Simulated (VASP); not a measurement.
Method: PBEsol GGA, VASP's PBE PAW potentials (set 64) (plane waves; VASP 6.6.1).

VASP input:

### KPOINTS
```
Automatic mesh
0
Gamma
14 14 14
0 0 0
```

INCAR:
```
SYSTEM=PtAl
PREC=Accurate; ENCUT=400; LREAL=F
LASPH=T
EDIFF=1E-7; NELM=100; ALGO=Normal
LMAXMIX=6
ISMEAR=-5
GGA=PS
ISIF=2
LWAVE=F; LCHARG=T; LORBIT=11
NEDOS=601
```

File POSCAR:
```
PtAl
1
    0.0000000000     2.5412279206     2.5412279206
    2.5412279206     0.0000000000     2.5412279206
    2.5412279206     2.5412279206     0.0000000000
Pt Al
1 1
Direct
  0.0000000000   0.0000000000   0.0000000000
  0.5000000000   0.5000000000   0.5000000000
```

POTCAR, in this order: Pt Al (PBE.64 set). Program: vasp_std.

What VASP printed:

**OSZICAR**
```
       N       E                     dE             d eps       ncg     rms          rms(c)
DAV:   1     0.303124312527E+02    0.30312E+02   -0.49945E+03  2352   0.868E+02
DAV:   2    -0.115933831702E+02   -0.41906E+02   -0.39352E+02  2360   0.166E+02
DAV:   3    -0.125587595522E+02   -0.96538E+00   -0.95784E+00  2482   0.238E+01
DAV:   4    -0.125644123155E+02   -0.56528E-02   -0.56471E-02  2274   0.214E+00
DAV:   5    -0.125644724217E+02   -0.60106E-04   -0.60100E-04  2342   0.235E-01    0.734E+00
DAV:   6    -0.122200189681E+02    0.34445E+00   -0.21672E+00  2208   0.124E+01    0.222E+00
DAV:   7    -0.121861883950E+02    0.33831E-01   -0.65152E-02  2136   0.239E+00    0.145E+00
DAV:   8    -0.121710468385E+02    0.15142E-01   -0.12172E-02  2252   0.935E-01    0.197E-01
DAV:   9    -0.121709454440E+02    0.10139E-03   -0.48933E-04  2294   0.197E-01    0.928E-02
DAV:  10    -0.121709438853E+02    0.15587E-05   -0.37696E-05  2226   0.573E-02    0.905E-03
DAV:  11    -0.121709426096E+02    0.12756E-05   -0.81229E-07  2230   0.857E-03    0.409E-03
DAV:  12    -0.121709425928E+02    0.16835E-07   -0.49789E-08  1146   0.169E-03
   1 F= -.12170943E+02 E0= -.12170943E+02  d E =0.000000E+00
```

### OUTCAR
```
------------------------ aborting loop because EDIFF is reached ----------------------------------------
  FORCE on cell =-STRESS in cart. coord.  units (eV):
  Direction    XX          YY          ZZ          XY          YZ          ZX
  --------------------------------------------------------------------------------------
  Total       -0.0345498     -0.0345498     -0.0345498     -0.0000000     -0.0000000     -0.0000000
  in kB       -1.6865352     -1.6865352     -1.6865352     -0.0000000     -0.0000000     -0.0000000
  external PRESSURE =      -1.6865352 kB  Pullay stress =       0.0000000 kB
  volume of cell :       32.82
      direct lattice vectors                 reciprocal lattice vectors
     0.000000000  2.541227921  2.541227921    -0.196755276  0.196755276  0.196755276
     2.541227921  0.000000000  2.541227921     0.196755276 -0.196755276  0.196755276
     2.541227921  2.541227921  0.000000000     0.196755276  0.196755276 -0.196755276
 POSITION                                       TOTAL-FORCE (eV/Angst)
 -----------------------------------------------------------------------------------
      0.00000      0.00000      0.00000         0.000000      0.000000     -0.000000
      2.54123      2.54123      2.54123        -0.000000      0.000000      0.000000
 -----------------------------------------------------------------------------------
    total drift:                                0.000000     -0.000000     -0.000000
  FREE ENERGIE OF THE ION-ELECTRON SYSTEM (eV)
  ---------------------------------------------------
  free  energy   TOTEN  =       -12.1709425928 eV

  energy  without entropy=      -12.1709425928  energy(sigma->0) =      -12.17094259

 total charge

# of ion       s       p       d       tot
------------------------------------------
    1        0.808   0.409   8.272   9.488
    2        0.414   0.351   0.000   0.765
--------------------------------------------------
tot          1.222   0.759   8.272  10.254
```
(Selected blocks of OUTCAR.)

For a metal the tetrahedron method with Blöchl corrections gives inexact stress and forces.

The structure was generated: PtAl was put into the rock salt type (Fm-3m), which need not be its known phase. It was relaxed first, which changed the volume by -23 %. The electron count is odd and the run is not spin-polarised, which forces a metal.
